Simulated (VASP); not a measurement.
# A VASP study of Ruthenium (PBE + D3(BJ)): structure first, properties next, part 2 of 4

Aim: relax Ruthenium with PBE + D3(BJ), compute its properties on that cell and hold them against experiment. The start is a cell from a database of measured crystal structures.

VASP 6.6.1; PBE with D3(BJ); plane waves and PAW (Ru_pv).

Still holding for the runs below: The k-mesh is coarse for a metal.

So far. Step 2 (Relaxing cell and atoms (PBE + D3(BJ))): It ends with forces that vanish by symmetry and a pressure of 0.01 GPa. The volume lies -1.3 % from that of the database's start, part of which can be the thermal and zero-point expansion of its experiment. Step 3 (Second relaxation): It ends with forces that vanish by symmetry and a pressure of 0.01 GPa. The volume moved by only 0.02 %, so the volume is settled. The relaxed cell has a = 2.694, c = 4.266 Å (conventional setting).

**4. Density, ELF and potential (PBE + D3(BJ))**

The relaxed cell gets a fresh self-consistent run, on a basis set for its own volume, to fix the density and to check the remaining stress.

INCAR

```
SYSTEM = Ru
PREC = Accurate
ENCUT = 400
EDIFF = 1E-06
NELM = 100
ISMEAR = 1
SIGMA = 0.2
LREAL = .FALSE.
ALGO = Normal
GGA = PE
IVDW = 12
NBANDS = 20
LASPH = .TRUE.
LORBIT = 11
LWAVE = .FALSE.
LCHARG = .TRUE.
ISIF = 2
LELF = .TRUE.
LVHAR = .TRUE.
```

POSCAR

```
Ru
1.0
    2.6936568683      0.0000000000      0.0000000000
   -1.3468284342      2.3327752771      0.0000000000
    0.0000000000      0.0000000000      4.2656651214
Ru
2
Direct
    0.3333333333      0.6666666667      0.2500000000
    0.6666666667      0.3333333333      0.7500000000
```

KPOINTS

```
Automatic mesh
0
Gamma
11 11 6
0 0 0
```

The projector-augmented-wave data sets are Ru_pv (PBE family, release 64).

Launch:

```console
$ mpirun -np 2 vasp_std
```

Log:

```text
[banner, memory and clock lines left out]
running    2 mpi-ranks, on    1 nodes
 distrk:  each k-point on    2 cores,    1 groups
 distr:  one band on    1 cores,    2 groups

 POSCAR found type information on POSCAR Ru
 POSCAR found :  1 types and       2 ions
 LDA part: xc-table for (Slater+PW92), standard interpolation
 POSCAR, INCAR and KPOINTS ok, starting setup
 FFT: planning ... GRIDC
 FFT: planning ... GRID_SOFT
 FFT: planning ... GRID
 WAVECAR not read
 entering main loop
       N       E                     dE             d eps       ncg     rms          rms(c)
DAV:   1     0.247174160830E+03    0.24717E+03   -0.15558E+04  2568   0.129E+03
DAV:   2    -0.147209310298E+02   -0.26190E+03   -0.25415E+03  2656   0.414E+02
DAV:   3    -0.197236005120E+02   -0.50027E+01   -0.49634E+01  2952   0.639E+01
DAV:   4    -0.197633312902E+02   -0.39731E-01   -0.39690E-01  3284   0.547E+00
DAV:   5    -0.197640508706E+02   -0.71958E-03   -0.71729E-03  2936   0.586E-01    0.183E+01
DAV:   6    -0.185246808572E+02    0.12394E+01   -0.28366E+00  2892   0.170E+01    0.511E+00
DAV:   7    -0.184423587093E+02    0.82322E-01   -0.45707E-01  2968   0.526E+00    0.111E+00
DAV:   8    -0.184359449478E+02    0.64138E-02   -0.23395E-02  2840   0.112E+00    0.377E-01
DAV:   9    -0.184352910425E+02    0.65391E-03   -0.18103E-03  2948   0.468E-01    0.371E-02
DAV:  10    -0.184352863598E+02    0.46827E-05   -0.16959E-04  2856   0.131E-01    0.326E-02
DAV:  11    -0.184352809516E+02    0.54082E-05   -0.18340E-05  2924   0.410E-02    0.134E-03
DAV:  12    -0.184352808070E+02    0.14466E-06   -0.21258E-07  1772   0.422E-03
   1 F= -.19700417E+02 E0= -.19699511E+02  d E =-.271662E-02
```

Elapsed: 12 s, on 2 MPI ranks of Intel Xeon Platinum 8488C (Sapphire Rapids), shared host; peak memory 0.25 GiB; 22 s of CPU time.

Parts of OUTCAR (step 4):

```text
  LATTYP: Found a hexagonal cell.
 ALAT       =     2.6936568683
 C/A-ratio  =     1.5835963265

 Found     64 irreducible k-points:

   NELECT =      28.0000    total number of electrons

 E-fermi :  13.0027

 k-point     1 :       0.0000    0.0000    0.0000
  band No.  band energies     occupation
    ...
     11      10.6056      2.00000
     12      11.1282      2.00000
     13      11.1282      2.00000
     14      11.6697      2.00000
     15      11.6697      2.00000
     16      14.2860     -0.00000
     17      14.2860     -0.00000
     18      14.3795     -0.00000
     19      23.4536      0.00000
     20      23.4995      0.00000

 k-point     2 :       0.0909   -0.0000    0.0000
  band No.  band energies     occupation
    ...
     12      11.0614      2.00000
     13      11.3301      2.00000
     14      11.3604      2.00000
     15      11.4831      2.00000
     16      12.6351      2.02603
     17      14.4005     -0.00000
     18      16.4821     -0.00000
     19      23.4337      0.00000
     20      23.5073      0.00000

 Edisp (eV)   -1.26514

  Total       0.00815     0.00815    -0.00126    -0.00000     0.00000    -0.00000
  in kB       0.48715     0.48715    -0.07516    -0.00000     0.00000    -0.00000
  external pressure =        0.30 kB  Pullay stress =        0.00 kB

  energy-cutoff  :      400.00
  volume of cell :       26.80
      direct lattice vectors                 reciprocal lattice vectors
     2.693656868  0.000000000  0.000000000     0.371242533  0.214336977  0.000000000
    -1.346828434  2.332775277  0.000000000     0.000000000  0.428673953  0.000000000
     0.000000000  0.000000000  4.265665121     0.000000000  0.000000000  0.234430029

 POSITION                                       TOTAL-FORCE (eV/Angst)
 -----------------------------------------------------------------------------------
     -0.00000      1.55518      1.06642         0.000000     -0.000000      0.000000
      1.34683      0.77759      3.19925        -0.000000      0.000000      0.000000
 -----------------------------------------------------------------------------------
    total drift:                               -0.000000      0.000000     -0.000000

  FREE ENERGIE OF THE ION-ELECTRON SYSTEM (eV)
  ---------------------------------------------------
  free  energy   TOTEN  =       -19.7004167828 eV

  energy  without entropy=      -19.6977001622  energy(sigma->0) =      -19.69951124

[... 7 parts as in an earlier step ...]

[... 6 further parts left out ...]
```

This step gave:

```yaml
scf_cycles: 12
pressure: 0.02997 GPa
```

Valence electrons inside each PAW sphere by angular momentum. Sphere charges, by row:

```tsv
atom	s (e)	p (e)	d (e)	tot (e)
Ru1	0.411	6.322	5.966	12.7
Ru2	0.411	6.322	5.966	12.7
```

Valence density in the ac plane at fractional y = 0.333, with atoms of Ru within 0.2 Å of it. It is the smooth field of the valence electrons, not physical close to the nuclei.

Values in e/Å³, 22 rows by 14 columns:
```
0.4 0.3 0.3 0.3 0.3 0.4 0.5 0.7 0.9 1.1 1.1 0.9 0.6 0.5
0.5 0.3 0.3 0.3 0.4 0.5 0.9 1.5 2.3 2.8 2.7 2.1 1.3 0.7
0.6 0.4 0.3 0.3 0.4 0.8 1.6 3.1 4.5 5.3 5.1 4.1 2.5 1.3
0.8 0.5 0.4 0.4 0.5 1.1 2.6 4.7 6.5 7.3 7.1 6.0 4.0 2.0
1.0 0.5 0.4 0.4 0.6 1.4 3.2 5.7 7.4 8.0 7.9 7.0 4.9 2.5
1.0 0.5 0.4 0.4 0.6 1.4 3.2 5.7 7.4 8.0 7.9 7.0 4.9 2.5
0.8 0.5 0.4 0.4 0.5 1.1 2.6 4.7 6.5 7.3 7.1 6.0 4.0 2.0
0.6 0.4 0.3 0.3 0.4 0.8 1.6 3.1 4.5 5.3 5.1 4.1 2.5 1.3
0.5 0.3 0.3 0.3 0.4 0.5 0.9 1.5 2.3 2.8 2.7 2.1 1.3 0.7
0.4 0.3 0.3 0.3 0.3 0.4 0.5 0.7 0.9 1.1 1.1 0.9 0.6 0.5
0.3 0.3 0.3 0.3 0.3 0.4 0.4 0.5 0.5 0.5 0.5 0.5 0.4 0.4
0.4 0.4 0.4 0.4 0.4 0.4 0.4 0.4 0.4 0.4 0.4 0.4 0.4 0.4
0.5 0.5 0.6 0.6 0.5 0.4 0.4 0.4 0.3 0.3 0.3 0.3 0.4 0.4
0.6 0.8 0.9 0.9 0.8 0.6 0.5 0.4 0.3 0.3 0.3 0.3 0.4 0.5
0.8 1.2 1.5 1.4 1.2 0.8 0.5 0.4 0.3 0.3 0.3 0.3 0.4 0.6
1.0 1.5 1.8 1.8 1.4 1.0 0.6 0.4 0.3 0.3 0.3 0.4 0.4 0.6
1.0 1.5 1.8 1.8 1.4 1.0 0.6 0.4 0.3 0.3 0.3 0.4 0.4 0.6
0.8 1.2 1.5 1.4 1.2 0.8 0.5 0.4 0.3 0.3 0.3 0.3 0.4 0.6
0.6 0.8 0.9 0.9 0.8 0.6 0.5 0.4 0.3 0.3 0.3 0.3 0.4 0.5
0.5 0.5 0.6 0.6 0.5 0.4 0.4 0.4 0.3 0.3 0.3 0.3 0.4 0.4
0.4 0.4 0.4 0.4 0.4 0.4 0.4 0.4 0.4 0.4 0.4 0.4 0.4 0.4
0.3 0.3 0.3 0.3 0.3 0.4 0.4 0.5 0.5 0.5 0.5 0.5 0.4 0.4
```
Columns run along a (2.7 Å), rows up along c (4.3 Å). Atoms in or near the plane, at fractional coordinates: Ru at (0.67, 0.75).

Electrostatic potential energy in the ac plane at fractional y = 0.333, with atoms of Ru within 0.2 Å of it. With pseudopotentials it is smooth inside the atoms' cores, unlike the true potential.

Values in eV, 22 rows by 14 columns:
```
 -1   0   0   0  -1  -2  -8 -16 -23 -26 -25 -21 -13  -5
 -5  -1   0   0  -1  -8 -21 -32 -40 -43 -43 -37 -28 -16
-13  -2  -1  -1  -4 -18 -33 -45 -53 -57 -56 -51 -41 -28
-20  -5  -1  -2  -9 -25 -41 -54 -62 -65 -65 -60 -50 -36
-23  -7  -2  -2 -12 -30 -46 -58 -65 -65 -65 -64 -55 -41
-23  -7  -2  -2 -12 -30 -46 -59 -65 -65 -65 -64 -55 -41
-20  -5  -1  -2  -9 -25 -41 -54 -62 -65 -65 -60 -50 -36
-13  -2  -1  -1  -4 -18 -33 -45 -53 -57 -56 -51 -41 -28
 -5  -1   0   0  -1  -8 -21 -32 -40 -43 -43 -37 -28 -16
 -1   0   0   0  -1  -2  -8 -16 -23 -26 -25 -21 -13  -5
 -1  -1   0   0  -1  -1  -2  -3  -6  -8  -8  -6  -3  -1
 -1  -2  -3  -3  -2  -1  -1  -1  -1  -1  -1  -1  -1  -1
 -5  -9 -12 -11  -8  -4  -1  -1   0   0   0   0  -1  -1
-13 -19 -22 -21 -17 -11  -4  -1   0   0   0   0  -1  -5
-20 -27 -30 -29 -25 -17  -8  -2   0   0   0  -1  -2 -10
-23 -31 -34 -34 -29 -21 -11  -3  -1   0   0  -1  -4 -13
-23 -31 -34 -34 -29 -21 -11  -3  -1   0   0  -1  -4 -13
-20 -27 -30 -29 -25 -17  -8  -2   0   0   0  -1  -2 -10
-13 -19 -22 -21 -17 -11  -4  -1   0   0   0   0  -1  -5
 -5  -9 -12 -11  -8  -4  -1  -1   0   0   0   0  -1  -1
 -1  -2  -3  -3  -2  -1  -1  -1  -1  -1  -1  -1  -1  -1
 -1  -1   0   0  -1  -1  -2  -3  -6  -8  -8  -6  -3  -1
```
Columns run along a (2.7 Å; values clipped at the 3rd and 97th percentile), rows up along c (4.3 Å). Atoms in or near the plane, at fractional coordinates: Ru at (0.67, 0.75).

ELF in the ac plane at fractional y = 0.333, with atoms of Ru within 0.2 Å of it. It is the smooth field of the valence electrons, not physical close to the nuclei.

Values, 22 rows by 14 columns:
```
0.27 0.29 0.30 0.30 0.29 0.27 0.26 0.27 0.30 0.31 0.31 0.29 0.27 0.26
0.25 0.27 0.31 0.30 0.26 0.25 0.30 0.37 0.42 0.43 0.43 0.41 0.35 0.28
0.26 0.25 0.30 0.29 0.25 0.28 0.38 0.45 0.44 0.38 0.39 0.45 0.44 0.34
0.29 0.26 0.30 0.28 0.26 0.32 0.43 0.42 0.24 0.10 0.13 0.30 0.45 0.40
0.32 0.27 0.30 0.29 0.27 0.35 0.45 0.34 0.07 0.00 0.01 0.15 0.40 0.43
0.32 0.27 0.30 0.29 0.27 0.35 0.45 0.34 0.07 0.00 0.01 0.15 0.40 0.43
0.29 0.26 0.30 0.28 0.26 0.32 0.43 0.42 0.24 0.10 0.13 0.30 0.45 0.40
0.26 0.25 0.30 0.29 0.25 0.28 0.38 0.45 0.44 0.38 0.39 0.45 0.44 0.34
0.25 0.27 0.31 0.30 0.26 0.25 0.30 0.37 0.42 0.43 0.43 0.41 0.35 0.28
0.27 0.29 0.30 0.30 0.29 0.27 0.26 0.27 0.30 0.31 0.31 0.29 0.27 0.26
0.30 0.28 0.26 0.26 0.28 0.30 0.29 0.26 0.24 0.23 0.23 0.24 0.27 0.29
0.27 0.24 0.22 0.22 0.25 0.29 0.31 0.31 0.28 0.27 0.27 0.29 0.31 0.31
0.25 0.23 0.23 0.23 0.24 0.26 0.29 0.31 0.32 0.32 0.33 0.33 0.31 0.27
0.26 0.28 0.29 0.29 0.28 0.26 0.26 0.28 0.31 0.33 0.33 0.31 0.27 0.25
0.29 0.33 0.35 0.35 0.33 0.29 0.26 0.26 0.29 0.31 0.31 0.28 0.25 0.25
0.32 0.37 0.39 0.39 0.36 0.31 0.26 0.25 0.27 0.30 0.29 0.26 0.24 0.26
0.32 0.37 0.39 0.39 0.36 0.31 0.26 0.25 0.27 0.30 0.29 0.26 0.24 0.26
0.29 0.33 0.35 0.35 0.33 0.29 0.26 0.26 0.29 0.31 0.31 0.28 0.25 0.25
0.26 0.28 0.29 0.29 0.28 0.26 0.26 0.28 0.31 0.33 0.33 0.31 0.27 0.25
0.25 0.23 0.23 0.23 0.24 0.26 0.29 0.31 0.32 0.32 0.33 0.33 0.31 0.27
0.27 0.24 0.22 0.22 0.25 0.29 0.31 0.31 0.28 0.27 0.27 0.29 0.31 0.31
0.30 0.28 0.26 0.26 0.28 0.30 0.29 0.26 0.24 0.23 0.23 0.24 0.27 0.29
```
Columns run along a (2.7 Å), rows up along c (4.3 Å). Atoms in or near the plane, at fractional coordinates: Ru at (0.67, 0.75).

In this run the pressure is 0.03 GPa, small enough to go on; single stress components reach 0.05 GPa.

**5. Band structure (PBE + D3(BJ))**

The mesh alone shows little of the dispersion and can miss band extrema, so KPOINTS_OPT adds a path through the symmetry points after the self-consistent cycle.

INCAR

```
SYSTEM = Ru
PREC = Accurate
ENCUT = 400
EDIFF = 1E-06
NELM = 100
ISMEAR = 1
SIGMA = 0.2
LREAL = .FALSE.
ALGO = Normal
GGA = PE
IVDW = 12
NBANDS = 26
LASPH = .TRUE.
LORBIT = 11
LWAVE = .FALSE.
LCHARG = .FALSE.
KPAR = 2
```

POSCAR is that of step 4.

KPOINTS is that of step 4.

KPOINTS_OPT

```
Line mode
16
Line-mode
Reciprocal
  0.00000000   0.00000000   0.00000000 GAMMA
  0.50000000   0.00000000   0.00000000 M

  0.50000000   0.00000000   0.00000000 M
  0.33333333   0.33333333   0.00000000 K

  0.33333333   0.33333333   0.00000000 K
  0.00000000   0.00000000   0.00000000 GAMMA

  0.00000000   0.00000000   0.00000000 GAMMA
  0.00000000   0.00000000   0.50000000 A

  0.00000000   0.00000000   0.50000000 A
  0.50000000   0.00000000   0.50000000 L

  0.50000000   0.00000000   0.50000000 L
  0.33333333   0.33333333   0.50000000 H

  0.33333333   0.33333333   0.50000000 H
  0.00000000   0.00000000   0.50000000 A

  0.50000000   0.00000000   0.50000000 L
  0.50000000   0.00000000   0.00000000 M

  0.33333333   0.33333333   0.00000000 K
  0.33333333   0.33333333   0.50000000 H
```

Launch:

```console
$ mpirun -np 2 vasp_std
```

Log:

```text
[... set-up lines as in an earlier step ...]
 entering main loop
       N       E                     dE             d eps       ncg     rms          rms(c)
DAV:   1     0.257241172790E+03    0.25724E+03   -0.14590E+04  3352   0.999E+02
DAV:   2    -0.136861190661E+02   -0.27093E+03   -0.26038E+03  3536   0.344E+02
DAV:   3    -0.197335838215E+02   -0.60475E+01   -0.59907E+01  4410   0.568E+01
DAV:   4    -0.197639245737E+02   -0.30341E-01   -0.30298E-01  3578   0.420E+00
DAV:   5    -0.197640803450E+02   -0.15577E-03   -0.15577E-03  3558   0.297E-01    0.183E+01
DAV:   6    -0.185344591703E+02    0.12296E+01   -0.18800E+00  3428   0.131E+01    0.499E+00
DAV:   7    -0.184435645553E+02    0.90895E-01   -0.16481E-01  3730   0.353E+00    0.115E+00
DAV:   8    -0.184354194482E+02    0.81451E-02   -0.68998E-03  3430   0.748E-01    0.271E-01
DAV:   9    -0.184352735975E+02    0.14585E-03   -0.40249E-04  3646   0.183E-01    0.367E-02
DAV:  10    -0.184352816062E+02   -0.80087E-05   -0.10209E-05  3518   0.262E-02    0.678E-03
DAV:  11    -0.184352810905E+02    0.51575E-06   -0.61782E-07  2044   0.749E-03
   1 F= -.19700417E+02 E0= -.19699512E+02  d E =-.271592E-02
 Start KPOINTS_OPT (optional k-point list driver)
k-point batch [1-64\144]
       N       E                     dE             ncg
DAV:   1     0.487106498175E+04   -0.36251E+05     3376
DAV:   2    -0.125026679229E+05   -0.17374E+05     3588
DAV:   3    -0.128911559649E+05   -0.38849E+03     4296
DAV:   4    -0.128931658388E+05   -0.20099E+01     3520
DAV:   5    -0.128931779089E+05   -0.12070E-01     3696
DAV:   6    -0.128931780299E+05   -0.12104E-03     3340
DAV:   7    -0.128931780313E+05   -0.14051E-05     2710
DAV:   8    -0.128931780315E+05   -0.14961E-06     2518
[...]
k-point batch [129-144\144]
       N       E                     dE             ncg
DAV:   1     0.519705327619E+05   -0.18835E+05      848
DAV:   2     0.477102837519E+05   -0.42602E+04      886
DAV:   3     0.476147384844E+05   -0.95545E+02     1082
DAV:   4     0.476142248177E+05   -0.51367E+00      914
DAV:   5     0.476142219113E+05   -0.29064E-02      898
DAV:   6     0.476142218852E+05   -0.26035E-04      812
DAV:   7     0.476142218849E+05   -0.29294E-06      694
```

Elapsed: 27 s, on 2 MPI ranks; peak memory 0.33 GiB.

From OUTCAR (step 5):

```text
   k-points           NKPTS =     64   k-points in BZ     NKDIM =     64   number of bands    NBANDS=     26

   NELECT =      28.0000    total number of electrons

 E-fermi :  13.0025

 k-point     1 :       0.0000    0.0000    0.0000
  band No.  band energies     occupation
    ...
     11      10.6055      2.00000
     12      11.1281      2.00000
     13      11.1281      2.00000
     14      11.6695      2.00000
     15      11.6695      2.00000
     16      14.2858     -0.00000
     17      14.2858     -0.00000
     18      14.3795     -0.00000
     19      23.4521      0.00000
     20      23.4973      0.00000
    ...

 Edisp (eV)   -1.26514

  Total       0.01247     0.01247    -0.00021    -0.00000     0.00000     0.00000
  in kB       0.74521     0.74521    -0.01227    -0.00000     0.00000     0.00000
  external pressure =        0.49 kB  Pullay stress =        0.00 kB

  FREE ENERGIE OF THE ION-ELECTRON SYSTEM (eV)
  ---------------------------------------------------
  free  energy   TOTEN  =       -19.7004170663 eV

  energy  without entropy=      -19.6977011503  energy(sigma->0) =      -19.69951176

[... 10 parts as in an earlier step ...]

[... 7 further parts left out ...]
```

Spin-orbit coupling is off here; it would split degenerate levels.

Numbers from this step:

```
SCF cycles : 11
bands      : 26
pressure   : 0.04927 GPa
```

Electronic bands along the path, in eV, zero at the Fermi level; # counts the bands kept in this run, so #1 is VASP's band 7:

```tsv
point	#5	#6	#7	#8	#9	#10	#11	#12
Γ	-2.40	-1.87	-1.87	-1.33	-1.33	1.28	1.28	1.38
0.53 of the way	-2.38	-2.33	-1.54	-0.60	-0.35	-0.08	1.83	8.01
M	-2.04	-1.73	-1.47	1.54	1.96	2.03	4.22	6.30
0.47 of the way	-2.57	-2.23	-1.38	1.32	1.61	1.77	5.04	6.84
K	-2.81	-2.81	-1.02	1.10	1.10	1.54	7.19	7.42
0.47 of the way	-2.88	-2.24	-1.49	-0.74	0.28	1.20	1.71	9.23
Γ	-2.40	-1.87	-1.87	-1.33	-1.33	1.28	1.28	1.38
0.47 of the way	-2.67	-2.19	-2.19	-0.64	-0.64	-0.30	1.27	1.27
A	-2.73	-2.73	-2.68	-2.68	0.63	0.63	0.63	0.63
0.47 of the way	-2.41	-2.41	-1.64	-1.64	0.58	0.58	1.72	1.72
L	-1.00	-1.00	0.53	0.53	1.80	1.80	3.52	3.52
0.53 of the way	-2.23	-2.23	-0.46	-0.46	1.52	1.52	6.06	6.06
H	-2.68	-2.68	-1.14	-1.14	1.33	1.33	8.64	8.64
0.53 of the way	-3.04	-3.04	-1.40	-1.40	0.98	0.98	2.05	2.05
A	-2.73	-2.73	-2.68	-2.68	0.63	0.63	0.63	0.63
jump to L	-1.00	-1.00	0.53	0.53	1.80	1.80	3.52	3.52
0.53 of the way	-2.53	-1.40	0.68	0.99	1.70	1.92	3.21	5.64
M	-2.04	-1.73	-1.47	1.54	1.96	2.03	4.22	6.30
jump to K	-2.81	-2.81	-1.02	1.10	1.10	1.54	7.19	7.42
0.47 of the way	-2.76	-2.76	-1.16	0.38	1.23	1.23	7.83	7.83
H	-2.68	-2.68	-1.14	-1.14	1.33	1.33	8.64	8.64
```

There is no gap at this level.

(Part 2 of 4 ends here.)

[Lines on the potential files, build, host, timing and source positions are cut from VASP's logs without a mark.]

[Logs are printed without paths, hosts, clocks, repeated set-up lines and the standing remarks that a program may print on its own settings, such as how far it seeks lower states.]

[Hosts, paths, dates, database ids (printed as entryN), source tags and the programs' standing remarks are cut or masked in the printed files.]

[A measured line is paired with the nearest computed mode of its activity, which favours agreement.]

[In band tables of VASP the shares of atoms and orbitals are scaled to a sum of 1 inside the atoms' spheres.]
